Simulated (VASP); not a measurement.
These are vdW-DF-cx, VASP's PBE PAW potentials (set 64) (plane waves; VASP 6.6.1) values and carry that method's errors.

A VASP calculation is set up with these files.

File POSCAR:
```
Ho
1
    1.7900000000    -3.1003710000     0.0000000000
    1.7900000000     3.1003710000     0.0000000000
    0.0000000000     0.0000000000     5.6200000000
Ho
2
Direct
  0.3333330000   0.6666670000   0.2500000000
  0.6666670000   0.3333330000   0.7500000000
```

### KPOINTS
```
Automatic
0
gamma
 11 11 6
```

**INCAR**
```
LREAL = .FALSE.   ! projection in real space or not
EDIFF = 1E-6   ! SCF stop (eV)
IBRION = 2   ! conjugate gradients
SYSTEM = Ho
LMAXMIX = 6   ! l cut-off of mixed one-centre charges
EDIFFG = -0.01
GGA = CX
PREC = Accurate
NELM = 100   ! most electronic steps
ALGO = Normal
LUSE_VDW = .TRUE.
SIGMA = 0.1
LASPH = .TRUE.
AGGAC = 0.0
ENCUT = 520
ISIF = 3   ! ions, shape and volume
LCHARG = .FALSE.
LWAVE = .FALSE.
NSW = 60   ! most ionic steps
ISMEAR = 1   ! Methfessel-Paxton
```

POTCAR, in this order: Ho_3 (PBE.64 set). Program: vasp_std.

The resulting files:

**OUTCAR**
```
 ion  position               nearest neighbor table
   1  0.333  0.667  0.250-   2 3.49   2 3.49   2 3.49   2 3.49   2 3.49   2 3.49
   2  0.667  0.333  0.750-   1 3.49   1 3.49   1 3.49   1 3.49   1 3.49   1 3.49
  LATTYP: Found a hexagonal cell.
 ALAT       =     3.5800000472
 C/A-ratio  =     1.5698323816
 Subroutine PRICEL returns:
 Original cell was already a primitive cell.
 Subroutine GETGRP returns: Found 24 space group operations
The static configuration has the point symmetry D_3d.
 The point group associated with its full space group is D_6h.
The dynamic configuration has the point symmetry D_3d.
 Subroutine INISYM returns: Found 24 space group operations
 Subroutine IBZKPT returns following result:
 Found     64 irreducible k-points:

 Following reciprocal coordinates:
            Coordinates               Weight
  0.000000  0.000000  0.000000      1.000000
  0.090909  0.000000  0.000000      6.000000
  0.181818  0.000000  0.000000      6.000000
  0.272727  0.000000  0.000000      6.000000
  0.363636  0.000000  0.000000      6.000000
  0.454545  0.000000  0.000000      6.000000
  0.090909  0.090909  0.000000      6.000000
  0.181818  0.090909  0.000000     12.000000
  0.272727  0.090909  0.000000     12.000000
  0.363636  0.090909  0.000000     12.000000
  0.454545  0.090909  0.000000      6.000000
  0.181818  0.181818  0.000000      6.000000
  0.272727  0.181818  0.000000     12.000000
  0.363636  0.181818  0.000000     12.000000
  0.272727  0.272727  0.000000      6.000000
  0.363636  0.272727  0.000000      6.000000
  0.000000  0.000000  0.166667      2.000000
  0.090909  0.000000  0.166667     12.000000
  0.181818  0.000000  0.166667     12.000000
  0.272727  0.000000  0.166667     12.000000
  0.363636  0.000000  0.166667     12.000000
  0.454545  0.000000  0.166667     12.000000
...
```

**OSZICAR**
```
       N       E                     dE             d eps       ncg     rms          rms(c)
DAV:   1     0.933773523858E+02    0.93377E+02   -0.82047E+03  1842   0.128E+03
DAV:   2     0.793506156612E+00   -0.92584E+02   -0.91084E+02  2356   0.559E+02
DAV:   3    -0.414530810866E+01   -0.49388E+01   -0.47419E+01  2800   0.975E+01
DAV:   4    -0.435639717720E+01   -0.21109E+00   -0.20378E+00  2813   0.131E+01
DAV:   5    -0.436207889119E+01   -0.56817E-02   -0.56494E-02  2726   0.243E+00    0.240E+01
DAV:   6    -0.436145169386E+01    0.62720E-03   -0.28280E-02  2801   0.229E+00    0.143E+01
DAV:   7    -0.437141170298E+01   -0.99600E-02   -0.49587E-02  2676   0.311E+00    0.327E-01
DAV:   8    -0.437124508095E+01    0.16662E-03   -0.29612E-03  2429   0.595E-01    0.653E-02
DAV:   9    -0.437127370970E+01   -0.28629E-04   -0.22784E-04  2806   0.178E-01    0.347E-02
DAV:  10    -0.437127006535E+01    0.36444E-05   -0.29753E-05  2793   0.581E-02    0.469E-02
DAV:  11    -0.437127075402E+01   -0.68867E-06   -0.26696E-06  2098   0.155E-02
   1 F= -.43712708E+01 E0= -.43722455E+01  d E =-.437127E+01
       N       E                     dE             d eps       ncg     rms          rms(c)
DAV:   1    -0.461837931285E+01   -0.24711E+00   -0.44274E+00  2344   0.213E+01    0.295E+00
DAV:   2    -0.446889760443E+01    0.14948E+00   -0.40521E-01  2396   0.825E+00    0.131E+00
DAV:   3    -0.439442466915E+01    0.74473E-01   -0.15801E-01  2521   0.499E+00    0.494E-01
DAV:   4    -0.439361197184E+01    0.81270E-03   -0.10835E-02  2461   0.129E+00    0.371E-01
DAV:   5    -0.439360448202E+01    0.74898E-05   -0.12835E-03  2494   0.405E-01    0.339E-02
DAV:   6    -0.439357500288E+01    0.29479E-04   -0.11015E-04  2874   0.141E-01    0.202E-02
DAV:   7    -0.439356697653E+01    0.80264E-05   -0.11486E-05  2580   0.361E-02    0.410E-03
DAV:   8    -0.439356668328E+01    0.29325E-06   -0.54284E-07  1152   0.146E-02
   2 F= -.43935667E+01 E0= -.43942092E+01  d E =-.222959E-01
       N       E                     dE             d eps       ncg     rms          rms(c)
DAV:   1    -0.439966614236E+01   -0.60992E-02   -0.10413E-01  2306   0.313E+00    0.469E-01
DAV:   2    -0.439622246029E+01    0.34437E-02   -0.10140E-02  2447   0.140E+00    0.201E-01
DAV:   3    -0.439446949050E+01    0.17530E-02   -0.33015E-03  2528   0.729E-01    0.684E-02
DAV:   4    -0.439442062712E+01    0.48863E-04   -0.31624E-04  2551   0.225E-01    0.509E-02
DAV:   5    -0.439441801422E+01    0.26129E-05   -0.28901E-05  2468   0.585E-02    0.573E-03
DAV:   6    -0.439441705330E+01    0.96092E-06   -0.17827E-06  1423   0.238E-02
   3 F= -.43944171E+01 E0= -.43951728E+01  d E =-.231463E-01
       N       E                     dE             d eps       ncg     rms          rms(c)
DAV:   1    -0.439447548577E+01   -0.57472E-04   -0.11903E-03  2294   0.343E-01    0.531E-02
DAV:   2    -0.439443506648E+01    0.40419E-04   -0.12090E-04  2508   0.153E-01    0.224E-02
DAV:   3    -0.439441412769E+01    0.20939E-04   -0.38546E-05  2541   0.786E-02    0.750E-03
DAV:   4    -0.439441328901E+01    0.83868E-06   -0.33611E-06  1623   0.243E-02
   4 F= -.43944133E+01 E0= -.43951806E+01  d E =-.231425E-01
       N       E                     dE             d eps       ncg     rms          rms(c)
DAV:   1    -0.439638550551E+01   -0.19714E-02   -0.65231E-02  2448   0.233E+00    0.170E-01
DAV:   2    -0.439551671202E+01    0.86879E-03   -0.15823E-03  2607   0.454E-01    0.110E-01
DAV:   3    -0.439509705966E+01    0.41965E-03   -0.51091E-04  2916   0.227E-01    0.542E-02
DAV:   4    -0.439509288407E+01    0.41756E-05   -0.79552E-05  2659   0.757E-02    0.260E-02
DAV:   5    -0.439509277198E+01    0.11209E-06   -0.34438E-06  1793   0.221E-02
   5 F= -.43950928E+01 E0= -.43960971E+01  d E =-.679483E-03
       N       E                     dE             d eps       ncg     rms          rms(c)
DAV:   1    -0.439786280568E+01   -0.27699E-02   -0.12745E-01  2438   0.326E+00    0.244E-01
DAV:   2    -0.439618533700E+01    0.16775E-02   -0.30791E-03  2610   0.634E-01    0.145E-01
DAV:   3    -0.439536739340E+01    0.81794E-03   -0.99449E-04  2908   0.316E-01    0.662E-02
DAV:   4    -0.439535925032E+01    0.81431E-05   -0.15901E-04  2643   0.106E-01    0.332E-02
DAV:   5    -0.439535946519E+01   -0.21487E-06   -0.84750E-06  2288   0.326E-02
   6 F= -.43953595E+01 E0= -.43966887E+01  d E =-.946176E-03
```

OUTCAR:
```
------------------------ aborting loop because EDIFF is reached ----------------------------------------
  FORCE on cell =-STRESS in cart. coord.  units (eV):
  Direction    XX          YY          ZZ          XY          YZ          ZX
  --------------------------------------------------------------------------------------
  Total       -0.0172691     -0.0172691      0.0129163      0.0000000      0.0000000     -0.0000000
  in kB       -0.4654505     -0.4654505      0.3481296      0.0000000      0.0000000     -0.0000000
  external PRESSURE =      -0.1942571 kB  Pullay stress =       0.0000000 kB
  volume of cell :       59.44
      direct lattice vectors                 reciprocal lattice vectors
     1.774639105 -3.073765149 -0.000000000     0.281747426 -0.162666949 -0.000000000
     1.774639105  3.073765149 -0.000000000     0.281747426  0.162666949 -0.000000000
     0.000000000 -0.000000000  5.448742313     0.000000000 -0.000000000  0.183528591
 POSITION                                       TOTAL-FORCE (eV/Angst)
 -----------------------------------------------------------------------------------
      1.77464      1.02459      1.36219        -0.000000      0.000000      0.000000
      1.77464     -1.02459      4.08656         0.000000     -0.000000      0.000000
 -----------------------------------------------------------------------------------
    total drift:                               -0.000002      0.000087     -0.000011
  FREE ENERGIE OF THE ION-ELECTRON SYSTEM (eV)
  ---------------------------------------------------
  free  energy   TOTEN  =        -4.3953594652 eV

  energy  without entropy=       -4.3993472117  energy(sigma->0) =       -4.39668871

 reached required accuracy - stopping structural energy minimisation
```
(Selected blocks of OUTCAR.)

CONTCAR:
```
Ho
   1.00000000000000
     1.7746391054400033   -3.0737651487474844   -0.0000000000000000
     1.7746391054400033    3.0737651487474844   -0.0000000000000000
     0.0000000000000000   -0.0000000000000000    5.4487423134322572
  Ho
     2
Direct
     0.3333330000000032    0.6666669999999968    0.2500000000000000
     0.6666669999999968    0.3333330000000032    0.7500000000000000
```

The 4f electrons are frozen in the core of the lanthanide potential, so 4f levels, which can set the real gap, and their magnetism are missing. Energy and stress use the plane-wave basis of the starting cell.

The compound is Ho in the hcp structure. This run relaxes it. Symmetry was kept, so distortions that lower it aren't found.
